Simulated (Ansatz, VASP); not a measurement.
## InSb in two plane-wave programs

One calculation is typed for both programs; each brings its own data sets. How far apart do they land? The cell is taken from a series of runs on this material, whose earlier steps may have relaxed, scaled, displaced or heated it; both programs get it as it stands.

Main program and level: Ansatz 0.2.0; plane waves, with VASP 6.6.1 beside it; zone-centre phonons at PBE.

## Step 1: The structure

Symmetry: F-43m, No. 216, cubic system. The conventional cell has a = 6.635 Å, b = 6.635 Å, c = 6.635 Å, α = 90.00°, β = 90.00°, γ = 90.00°. In has 4 Sb at 2.87 Å nearest. Nearest to Sb lie 4 In at 2.87 Å. Farther neighbours are not listed.

Coordinates:

```cif
data_structure
_symmetry_space_group_name_H-M 'P 1'
_symmetry_Int_Tables_number 1
_cell_length_a 4.6915
_cell_length_b 4.6915
_cell_length_c 4.6915
_cell_angle_alpha 60.000
_cell_angle_beta 60.000
_cell_angle_gamma 60.000
_cell_volume 73.02
loop_
_atom_site_label
_atom_site_type_symbol
_atom_site_fract_x
_atom_site_fract_y
_atom_site_fract_z
_atom_site_occupancy
In1 In 0.00000 0.00000 0.00000 1
Sb2 Sb 0.25000 0.25000 0.25000 1
```

## Step 2: VASP: zone-centre phonons, PBE

Second derivatives magnify differences that forces hide, and they need a tight electronic threshold.

Lines of VASP's logs that name or quote its potential files are left out, and so is its time.

The input, INCAR:

```
SYSTEM = InSb
PREC = Accurate
ENCUT = 500
EDIFF = 1E-08
NELM = 120
ISMEAR = 1
SIGMA = 0.2
LREAL = .FALSE.
ALGO = Normal
GGA = PE
NBANDS = 15
LORBIT = 11
LWAVE = .FALSE.
LCHARG = .FALSE.
ISIF = 2
IBRION = 8
LASPH = .TRUE.
GGA_COMPAT = .FALSE.
KPAR = 2
```

The input, POSCAR:

```
InSb
1.0
    0.0000000000      3.3174070215      3.3174070215
    3.3174070215      0.0000000000      3.3174070215
    3.3174070215      3.3174070215      0.0000000000
In Sb
1 1
Direct
    0.0000000000      0.0000000000      0.0000000000
    0.2500000000      0.2500000000      0.2500000000
```

The input, KPOINTS:

```
Automatic mesh
0
Gamma
14 14 14
0 0 0
```

Potentials, in the order of the species: In_d and Sb (PBE family, release 64).

On the command line:

```console
$ mpirun -np 2 vasp_std
```

Numbers of over 12 decimals in the logs are rounded to 6 here.

The program printed:

```text
[banner, memory and clock lines left out]
running    2 mpi-ranks, on    1 nodes
 distrk:  each k-point on    1 cores,    2 groups
 distr:  one band on    1 cores,    1 groups

 POSCAR found type information on POSCAR InSb
 POSCAR found :  2 types and       2 ions
 LDA part: xc-table for (Slater+PW92), standard interpolation
 POSCAR, INCAR and KPOINTS ok, starting setup
 FFT: planning ... GRIDC
 FFT: planning ... GRID_SOFT
 FFT: planning ... GRID
 WAVECAR not read
 entering main loop
       N       E                     dE             d eps       ncg     rms          rms(c)
DAV:   1     0.110695128206E+03    0.11070E+03   -0.77106E+03  3120   0.113E+03
DAV:   2     0.196767143647E+00   -0.11050E+03   -0.10747E+03  3379   0.283E+02
DAV:   3    -0.684208916311E+01   -0.70389E+01   -0.70071E+01  3939   0.757E+01
DAV:   4    -0.703961512068E+01   -0.19753E+00   -0.19748E+00  3869   0.149E+01
DAV:   5    -0.704983099420E+01   -0.10216E-01   -0.10216E-01  4738   0.271E+00    0.371E+00
DAV:   6    -0.696121023929E+01    0.88621E-01   -0.15693E-01  4445   0.594E+00    0.216E+00
DAV:   7    -0.695128460432E+01    0.99256E-02   -0.62003E-02  4165   0.232E+00    0.591E-01
DAV:   8    -0.695246679521E+01   -0.11822E-02   -0.70381E-03  4004   0.974E-01    0.214E-01
DAV:   9    -0.695311510556E+01   -0.64831E-03   -0.88445E-04  3645   0.267E-01    0.692E-02
DAV:  10    -0.695317429268E+01   -0.59187E-04   -0.51674E-05  4138   0.488E-02    0.311E-02
DAV:  11    -0.695321991113E+01   -0.45618E-04   -0.82813E-05  3435   0.571E-02    0.208E-02
DAV:  12    -0.695322104215E+01   -0.11310E-05   -0.12080E-06  4016   0.732E-03    0.636E-03
DAV:  13    -0.695322179455E+01   -0.75239E-06   -0.16176E-06  3596   0.804E-03    0.404E-03
DAV:  14    -0.695322154117E+01    0.25338E-06   -0.67824E-08  4417   0.160E-03    0.111E-03
DAV:  15    -0.695322155069E+01   -0.95190E-08   -0.12125E-08  3127   0.744E-04
   1 F= -.69532216E+01 E0= -.69534232E+01  d E =0.605097E-03
 Linear response reoptimize wavefunctions to high precision
DAV:   1    -0.695322161208E+01   -0.61388E-07   -0.21092E-09  3751   0.331E-04
DAV:   2    -0.695322161209E+01   -0.10459E-10   -0.84600E-11  2442   0.737E-05
 Linear response DOF=           2
 Linear response progress:
  Degree of freedom:   1/  2
       N       E                     dE             d eps       ncg     rms          rms(c)
RMM:   1    -0.235065389359E+00   -0.23507E+00   -0.13872E-01 17196   0.458E+00
RMM:   2    -0.237242626827E+00   -0.21772E-02   -0.10148E-02 21720   0.900E-01    0.703E-02
RMM:   3    -0.237097704585E+00    0.14492E-03   -0.11860E-03 23862   0.285E-01    0.324E-02
RMM:   4    -0.236883477630E+00    0.21423E-03   -0.81455E-05 24406   0.894E-02    0.197E-02
RMM:   5    -0.236782852041E+00    0.10063E-03   -0.32007E-05 25086   0.363E-02    0.674E-03
RMM:   6    -0.236762581766E+00    0.20270E-04    0.10321E-06 24916   0.122E-02    0.189E-03
RMM:   7    -0.236773986952E+00   -0.11405E-04   -0.33076E-06 25201   0.401E-03    0.759E-04
RMM:   8    -0.236772728729E+00    0.12582E-05   -0.95863E-07 25620   0.163E-03    0.471E-04
RMM:   9    -0.236773080689E+00   -0.35196E-06    0.16899E-06 25370   0.686E-04    0.760E-05
RMM:  10    -0.236772770130E+00    0.31056E-06    0.28482E-07 27641   0.313E-04    0.109E-04
RMM:  11    -0.236772822774E+00   -0.52644E-07    0.47814E-07 26765   0.153E-04    0.676E-05
RMM:  12    -0.236772939476E+00   -0.11670E-06    0.11559E-07 26241   0.887E-05    0.219E-05
RMM:  13    -0.236772968464E+00   -0.28989E-07    0.20775E-08 28183   0.573E-05    0.131E-05
RMM:  14    -0.236772961701E+00    0.67630E-08    0.94766E-08 25193   0.418E-05    0.720E-06
 first order change of Fermi-energy  -0.27773E-04
 force on displaced ion       1 direction 1 :  -5.889   0.000   0.000
 Linear response progress:
  Degree of freedom:   2/  2
       N       E                     dE             d eps       ncg     rms          rms(c)
RMM:   1    -0.283808558649E-01   -0.28381E-01    0.31713E-02 23815   0.132E+00
RMM:   2    -0.266378310431E-01    0.17430E-02   -0.20507E-05 21155   0.470E-01    0.778E-02
RMM:   3    -0.269627925774E-01   -0.32496E-03   -0.83275E-04 23449   0.155E-01    0.369E-02
RMM:   4    -0.270529890680E-01   -0.90196E-04   -0.69963E-05 24101   0.609E-02    0.105E-02
RMM:   5    -0.270878020947E-01   -0.34813E-04   -0.96324E-06 24001   0.242E-02    0.512E-03
RMM:   6    -0.270848449808E-01    0.29571E-05   -0.11173E-06 23422   0.707E-03    0.117E-03
RMM:   7    -0.270835206599E-01    0.13243E-05   -0.24021E-07 24576   0.278E-03    0.454E-04
RMM:   8    -0.270839174294E-01   -0.39677E-06   -0.31721E-08 23882   0.110E-03    0.212E-04
RMM:   9    -0.270841704431E-01   -0.25301E-06   -0.16944E-08 24501   0.446E-04    0.473E-05
RMM:  10    -0.270841965765E-01   -0.26133E-07   -0.75144E-08 27517   0.181E-04    0.478E-05
RMM:  11    -0.270842013561E-01   -0.47796E-08   -0.25813E-10 26692   0.709E-05    0.455E-05
 first order change of Fermi-energy   0.22058E-03
 force on displaced ion       2 direction 1 :  -5.867  -0.000  -0.000
 Linear response finished
```

From OUTCAR (step 2):

```text
ion  position               nearest neighbor table
   1  0.000  0.000  0.000-   2 2.87   2 2.87   2 2.87   2 2.87
   2  0.250  0.250  0.250-   1 2.87   1 2.87   1 2.87   1 2.87

  LATTYP: Found a face centered cubic cell.
 ALAT       =     6.6348140430

 Subroutine GETGRP returns: Found 24 space group operations
 (whereof 24 operations were pure point group operations)

The static configuration has the point symmetry T_d .

 Found    104 irreducible k-points:

   k-points           NKPTS =    104   k-points in BZ     NKDIM =    104   number of bands    NBANDS=     15

   dimension x,y,z NGX =    36 NGY =   36 NGZ =   36
   dimension x,y,z NGXF=    72 NGYF=   72 NGZF=   72

   ENCUT  =  500.0 eV  36.75 Ry    6.06 a.u.   8.55  8.55  8.55*2*pi/ulx,y,z

   NELECT =      18.0000    total number of electrons

 k-points in reciprocal lattice and weights: Automatic mesh
   0.00000000  0.00000000  0.00000000       0.000
   0.07142857  0.00000000  0.00000000       0.003
   0.14285714  0.00000000  0.00000000       0.003
   0.21428571  0.00000000  0.00000000       0.003
   0.28571429  0.00000000  0.00000000       0.003
   0.35714286  0.00000000  0.00000000       0.003
   0.42857143  0.00000000  0.00000000       0.003
   0.50000000  0.00000000  0.00000000       0.001
   0.07142857  0.07142857  0.00000000       0.002
[...]
-0.28571429  0.42857143  0.21428571       0.009
  -0.28571429  0.50000000  0.21428571       0.004

 average (electrostatic) potential at core
       1 -96.8571       2 -87.8996

  Total       -0.0071633     -0.0071633     -0.0071633      0.0000000      0.0000000      0.0000000
  in kB       -0.1571811     -0.1571811     -0.1571811      0.0000000      0.0000000      0.0000000
  external PRESSURE =      -0.1571811 kB  Pullay stress =       0.0000000 kB

  energy-cutoff  :      500.00
  volume of cell :       73.02
      direct lattice vectors                 reciprocal lattice vectors
     0.000000000  3.317407022  3.317407022    -0.150720125  0.150720125  0.150720125
     3.317407022  0.000000000  3.317407022     0.150720125 -0.150720125  0.150720125
     3.317407022  3.317407022  0.000000000     0.150720125  0.150720125 -0.150720125

 POSITION                                       TOTAL-FORCE (eV/Angst)
 -----------------------------------------------------------------------------------
      0.00000      0.00000      0.00000        -0.000000      0.000000     -0.000000
      1.65870      1.65870      1.65870         0.000000     -0.000000      0.000000
 -----------------------------------------------------------------------------------
    total drift:                               -0.000000     -0.000000     -0.000000

 Eigenvectors and eigenvalues of the dynamical matrix
 ----------------------------------------------------

   1 f  =    4.930826 THz    30.981292 2PiTHz  164.474645 cm-1    20.392248 meV
             X         Y         Z           dx          dy          dz
      0.000000  0.000000  0.000000    -0.718026    0.000000   -0.000000
      1.658704  1.658704  1.658704     0.696016   -0.000000   -0.000000

   2 f  =    4.930826 THz    30.981292 2PiTHz  164.474645 cm-1    20.392248 meV
             X         Y         Z           dx          dy          dz
      0.000000  0.000000  0.000000     0.000000    0.718026    0.000000
      1.658704  1.658704  1.658704    -0.000000   -0.696016    0.000000

   3 f  =    4.930826 THz    30.981292 2PiTHz  164.474645 cm-1    20.392248 meV
             X         Y         Z           dx          dy          dz
      0.000000  0.000000  0.000000     0.000000    0.000000    0.718026
      1.658704  1.658704  1.658704     0.000000    0.000000   -0.696016

   4 f/i=    0.004510 THz     0.028338 2PiTHz    0.150442 cm-1     0.018652 meV
             X         Y         Z           dx          dy          dz
      0.000000  0.000000  0.000000     0.583620    0.379220    0.004349
      1.658704  1.658704  1.658704     0.602075    0.391212    0.004486

   5 f/i=    0.004510 THz     0.028338 2PiTHz    0.150442 cm-1     0.018652 meV
             X         Y         Z           dx          dy          dz
      0.000000  0.000000  0.000000    -0.284884    0.443648   -0.454375
      1.658704  1.658704  1.658704    -0.293893    0.457677   -0.468743

   6 f/i=    0.004510 THz     0.028338 2PiTHz    0.150442 cm-1     0.018652 meV
             X         Y         Z           dx          dy          dz
      0.000000  0.000000  0.000000    -0.250335    0.379220    0.527222
      1.658704  1.658704  1.658704    -0.258251    0.391212    0.543894

 ELASTIC MODULI CONTR FROM IONIC RELAXATION (kBar)
 Direction    XX          YY          ZZ          XY          YZ          ZX
 --------------------------------------------------------------------------------
 XX          -0.0000     -0.0000     -0.0000     -0.0000      0.0000     -0.0000
 YY          -0.0000     -0.0000     -0.0000     -0.0000     -0.0000      0.0000
 ZZ          -0.0000     -0.0000     -0.0000      0.0000     -0.0000     -0.0000
 XY          -0.0000     -0.0000      0.0000   -128.5346      0.0000      0.0000
 YZ           0.0000     -0.0000     -0.0000      0.0000   -128.5346      0.0000
 ZX          -0.0000      0.0000     -0.0000      0.0000      0.0000   -128.5346
 --------------------------------------------------------------------------------
```

Energies printed during the response cycles are not total energies of the cell.

## Step 3: Ansatz: zone-centre phonons, PBE

Ansatz runs on its default PAW (the set named soft_2) files.

The same cell, functional, mesh and smearing now go to Ansatz, which takes its cutoff from its data sets.

The input, input.yaml:

```yaml
crystal:
  lattice:
    - [0.0, 3.3174070215, 3.3174070215]
    - [3.3174070215, 0.0, 3.3174070215]
    - [3.3174070215, 3.3174070215, 0.0]
  atoms:
    - { symbol: In, position: [0.0, 0.0, 0.0] }
    - { symbol: Sb, position: [0.25, 0.25, 0.25] }
kpoints:
  mp_grid: { grid: [14, 14, 14] }
hamiltonian:
  xc: pbe
scf:
  occupations: { method: methfessel_paxton, width: 0.2 }
output:
  eigenvalues: true
phonons:
  method: dfpt
```

On the command line:

```console
$ ansatz run input.yaml --threads 8 --pin off --max-ram 14336MiB --backend cpu --events-out ev --progress --plain --runs-dir out
```

The program printed:

```text
zone centre: on kpoints.mp_grid the ground state, and the responses unless they are solved on pairs of k-points, stand on 244 of the mesh's 2744 k-points, reduced under 8 symmetry operations, with k and −k counted as one. Each operation leaves every solved displacement unchanged or reverses it
Engine: ansatz 0.2.0, aarch64-unknown-linux-gnu
Pseudopotentials: kind: paw
Pseudopotential: In, paw, valence charge 13, recommended cutoff 420 eV (normal), In.paw.azcp
Pseudopotential: Sb, paw, valence charge 15, recommended cutoff 420 eV (normal), Sb.paw.azcp
Functional definition: PBE
  parameter kappa = 0.804
  parameter beta = 0.066725
  exchange = pbe_x(kappa = kappa, mu = beta*pi^2/3)
  correlation = pbe_c(beta = beta)
Crystal: 2 atoms, lattice volume = 73.017 Å³
Basis set: ecut = 420 eV, 1411 PW (Γ), exchange–correlation on 64×64×64 points (8 copies of the dense FFT grid, shifted against one another)
Bands: 18, of which v1, the nominal top of the filled ones, is band 14 counted from 1 (13 counted from 0)
Symmetry: 24 space group operations
k-points: 244 of 2744 (irreducible under 8 space group operations, time reversal used)
Non-local potential: In, projectors of the file, l = 0: 2, l = 1: 2, l = 2: 2, l = 3: 2
Non-local potential: Sb, projectors of the file, l = 0: 2, l = 1: 2, l = 2: 2, l = 3: 2
PAW form: soft (Blöchl's): semilocal exchange-correlation on the pseudo side does not see the compensation charge
PAW one-centre angular grid: In, 590 points (default); XC on 64 Gauss nodes
PAW one-centre angular grid: Sb, 590 points (default); XC on 64 Gauss nodes
Initial density: superposition of atomic densities (neutral atoms: chi_scale 0, normalization atom), corrected by the library's trained network
Initial wavefunctions: pseudopotential atomic-orbital guess
Functional: x = pbe(κ = 0.804, μ = 0.219515), c = pbe(β = 0.066725)
SCF iter   1: F=—  HF=-12082.590448 eV  |F-HF|=—  |Δ(HF+E_count)|=         —  Δρ=1.66e-3  dr2=5.04e-3  ethr=1.77e-3  ⟨swp⟩=5.4  Hψ=21858  notcnv=0
preconditioner: auto → none  [insulator: Δε(μ)=0.403 eV  Ē_g=13.770 eV  σ=0.200 eV  W_gap=0.72  n_scr=14 (ndim 8)  ℏωp=18.4 eV  f_vac=0.127  D(μ)=0.04/eV (n_scr^D=0)  ε∞_Penn≈2.8]
SCF iter   2: F=—  HF=-12082.587819 eV  |F-HF|=—  |Δ(HF+E_count)|=   2.63e-3  S|Δr|=    0.00e0  Δρ=7.78e-4  dr2=5.50e-4  ethr=1.80e-5  ⟨swp⟩=2.0  Hψ=8541  notcnv=0
SCF iter   3: F=—  HF=-12082.587884 eV  |F-HF|=—  |Δ(HF+E_count)|=   6.51e-5  S|Δr|=    0.00e0  Δρ=2.36e-4  dr2=6.25e-5  ethr=1.96e-6  ⟨swp⟩=2.0  Hψ=6582  notcnv=0
SCF iter   4: F=—  HF=-12082.587978 eV  |F-HF|=—  |Δ(HF+E_count)|=   9.37e-5  S|Δr|=    0.00e0  Δρ=8.48e-5  dr2=5.02e-6  ethr=2.23e-7  ⟨swp⟩=2.0  Hψ=5373  notcnv=0
SCF iter   5: F=—  HF=-12082.587994 eV  |F-HF|=—  |Δ(HF+E_count)|=   1.61e-5  S|Δr|=    0.00e0  Δρ=3.37e-5  dr2=5.36e-7  ethr=1.79e-8  ⟨swp⟩=2.0  Hψ=6594  notcnv=0
SCF iter   6: F=—  HF=-12082.587993 eV  |F-HF|=—  |Δ(HF+E_count)|=   1.11e-6  S|Δr|=    0.00e0  Δρ=1.50e-5  dr2=1.04e-7  ethr=1.92e-9  ⟨swp⟩=2.0  Hψ=5612  notcnv=0
SCF iter   7: F=—  HF=-12082.587993 eV  |F-HF|=—  |Δ(HF+E_count)|=  1.11e-10  S|Δr|=    0.00e0  Δρ=2.35e-6  dr2=2.82e-9  ethr=3.71e-10  ⟨swp⟩=2.0  Hψ=7813  notcnv=0
SCF iter   8: F=—  HF=-12082.587993 eV  |F-HF|=—  |Δ(HF+E_count)|=  8.71e-10  S|Δr|=    0.00e0  Δρ=6.79e-7  dr2=1.89e-10  ethr=1.01e-11  ⟨swp⟩=2.0  Hψ=7641  notcnv=0
SCF iter   9: F=—  HF=-12082.587993 eV  |F-HF|=—  |Δ(HF+E_count)|=  5.82e-11  S|Δr|=    0.00e0  Δρ=3.05e-7  dr2=4.05e-11  ethr=1.00e-12  ⟨swp⟩=2.0  Hψ=5187  notcnv=0
SCF iter  10: F=-12082.587993 eV  HF=-12082.587993 eV  |F-HF|=1.82e-12  |Δ(HF+E_count)|=  2.36e-11  S|Δr|=    0.00e0  Δρ=1.27e-8  dr2=6.74e-14  ethr=1.00e-12  ⟨swp⟩=6.0  Hψ=19800  notcnv=0
SCF 1 converged in 10 iterations: F = -12082.587993 eV  dr2 = 6.74e-14
  greatest PAW one-centre occupation: 0.995 electrons in one spin orbital (limit 2), on the Sb atom at site 1 (counted from 0), in its partial waves of l = 2
DFPT response loops at Γ: preconditioner auto → Kerker (q_TF=auto, 2.325 Å⁻¹) (partly filled bands, converged f_vac=0.118); β = 1.00, the filter's whole step (`scf.mixing.beta` (0.50) is not read by the response loops under this deck's `scf.mixing.preconditioner`; to damp them name `kerker` or `kerker_dos`, under which they read `scf.mixing.beta`, and type it under 1.00, their step now; both keys bind the ground state too); Broyden in place of MSR1
SCF converged after 10 iterations
Stability not checked: this state was not tested for a lower state beside it, because cold or Methfessel-Paxton smearing, or corrected tetrahedra, fill the levels in a way that the test cannot read (fill_not_monotonic; see scf.lower_state_search)
Free energy (F): -12082.587993 eV
Harris-Foulkes:  -12082.587993 eV  (|F-HF|=1.82e-12)
Internal energy: -12082.588600 eV  (E = F + TS)
E sigma→0 (E₀):  -12082.588145 eV
Entropy (-TS):   0.000607 eV (0.303 meV/atom)
Fermi energy:    6.555369 eV
Step filling:    the computed levels leave a gap of 0.0000 eV = 0.0 smearing widths at the electron count; against every level under it full and every level over it empty, smearing changes F+E_penalty+E_count by +0.195 meV and its σ→0 estimate by +0.043 meV
--- Per-component energies (eV) ---
  E_band       = -281.177401
  E_kinetic    = 449.097122
  E_local      = -3289.274929  (includes V_loc(G=0)·N_el)
  E_nonlocal   = 729.680357
  E_hartree    = 1411.684012
  E_xc         = -353.021724
  E_vxc        = -194.581351  (∫ρ·V_xc dr)
  E_paw        = -8731.096351  (= ΣΔE_a)
  E_vpaw       = -799.466653  (= ΣTr[D̂ρ^β])
  E_aug_tail   = 0.000024  (compensation charges beyond the density's cutoff)
  E_ewald      = -2299.657110
  E_smearing   = 0.000607  (= −TS)
  E_closure    = -0.000000  (closes the sum)
  Σ components = -12082.587993   (vs F -12082.587993, Δ=0.00e0)
--- Band table (eV; the first three rows and the last of 244) ---
  k-point 0: bands = [... 10 lower, -3.7818, 5.9160, 6.5072, 6.5072, 6.5072, 9.4829, 9.4829, 9.4829]
  k-point 1: bands = [... 10 lower, -3.7399, 5.2710, 6.4420, 6.4420, 6.9610, 9.5523, 9.5768, 9.5768]
  k-point 2: bands = [... 10 lower, -3.6168, 4.3492, 6.2782, 6.2782, 7.2762, 9.8085, 9.8085, 9.9023]
  k-point 243: bands = [... 10 lower, -2.0428, 0.9842, 3.9598, 4.0861, 9.5938, 9.9618, 11.1604, 11.6545]
--- Phonons (Γ-DFPT): 2 representative perturbations + reference, on 244 of 2744 k-points (Σ response iterations 6) ---
  k mesh reduced under 8 symmetry operations, with k and −k counted as one. Each operation leaves every solved displacement unchanged or reverses it
  ASR residual: 1.009e-4 → 0.000e0 eV/Å²; symmetrization residual: 3.425e-5 eV/Å²
  ASR residual per site (eV/Å²): 1.01e-4 2.76e-5
  Γ frequencies (cm⁻¹): 0.00 0.00 0.00 163.98 163.98 163.98
  non-analytic LO–TO correction: not included (Born effective charges unavailable; polar crystals: no LO–TO splitting at Γ)
```

## Step 4: Comparison

Known differences besides the potentials themselves: the data sets hold 28 valence electrons in Ansatz (on its default PAW (the set named soft_2) files) and 18 in VASP; the cutoff is 420 eV in Ansatz and 500 eV in VASP. Total energies have different zeros and are not compared.

Both answers:

```tsv
quantity	Ansatz	VASP	difference
optical mode 1 to 3 (cm⁻¹)	164.0	164.5	-0.30 %
```

Modes are paired by rising frequency, not by their patterns, so a pair may set unlike modes beside each other; they are those without the splitting of longitudinal modes.

## Step 5: Outcome

```yaml
r_m_s_difference_of_the_optical_zone_centre_modes_each_program_s_sorted_by_frequency_zone_centre_phonons_pbe: 0.49 cm⁻¹
```

What this shows: The r.m.s. difference of the optical zone-centre modes, each program's sorted by frequency is 0.49 cm⁻¹ (zone-centre phonons, PBE). The data sets hold unlike numbers of valence electrons (28 in Ansatz and 18 in VASP), so part of the differences comes from the potentials. Such differences can come from data sets, numerical settings and the points named under the comparisons, not from the functional's error against experiment.

[Lines on the potential files, build, host, timing and source positions are cut from VASP's logs without a mark.]

[Logs are printed without paths, hosts, clocks, repeated set-up lines and the standing remarks that a program may print on its own settings, such as how far it seeks lower states.]

[Hosts, paths, dates, database ids (printed as entryN), source tags and the programs' standing remarks are cut or masked in the printed files.]
